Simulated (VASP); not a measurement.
## Pt: stress against strain

Pt (fcc, Fm-3m, 14.787 Å³/atom and stress up to 0.12 GPa in the relaxed cell, cube axes along x, y and z) under a strain ε along a cube axis (axis z), the other axes held. LDA in VASP (plane waves, PAW), 480 eV, 20×20×20 Γ-centred mesh, Methfessel-Paxton smearing 0.10 eV. Stress is positive for a compressed cell.

Here s stands for strain and y for stress zz.

| strain (%) | stress zz (GPa) |
|---|---|
| -3.00 | ? |
| -1.50 | 6.07 |
| -1.00 | 4.04 |
| -0.50 | 2.05 |
| 0.00 | 0.12 |
| 0.50 | -1.76 |
| 1.00 | -3.59 |
| 1.50 | -5.37 |

Task: Fit y against s with a straight line, and predict the withheld value at s = -3.00.

Result: Means: s 0, y 0.223. About the means, the sum of products is -26.695 and the sum of squares of s is 7.0000; the slope is their ratio. Least squares gives y = 0.223 - 3.8136·s. Residuals (row less fit): 0.127, 0.003, -0.080, -0.103, -0.076, 0.001, 0.127; standard error 0.105 (degrees of freedom: 5). The slope gives the elastic constant C11 = about 380 GPa. At the withheld row, y = 0.223 - 3.8136 × (-3.0) = 11.664 GPa. The calculation gives 12.51 GPa, 0.846 GPa above the prediction (4.7 % of the range of y in the table). The row lies outside the fitted rows, so this is an extrapolation. From the scatter of the fitted rows alone, a prediction at this place has a standard error of 0.164 GPa, so the miss is 5.2 times that.

A polynomial of degree 2 through the 12 other runs of the series gives 12.49 there, so most of the miss is curvature that the fit leaves out. In a metal these values are sensitive to mesh and smearing; energies are taken to zero smearing, stresses follow the free energy. The runs aren't spin-polarised. Spin-orbit coupling is left out, which can shift these values for the heavy elements here. Rows are the converged runs of the series near zero and its far end; series whose fitted rows scatter by over a few per cent of the range, as at a crossing or softening among them, aren't shown in this form, nor equations of state whose B0' disagrees with the runs' pressures. Most that stay on the fit to the last digits aren't either.
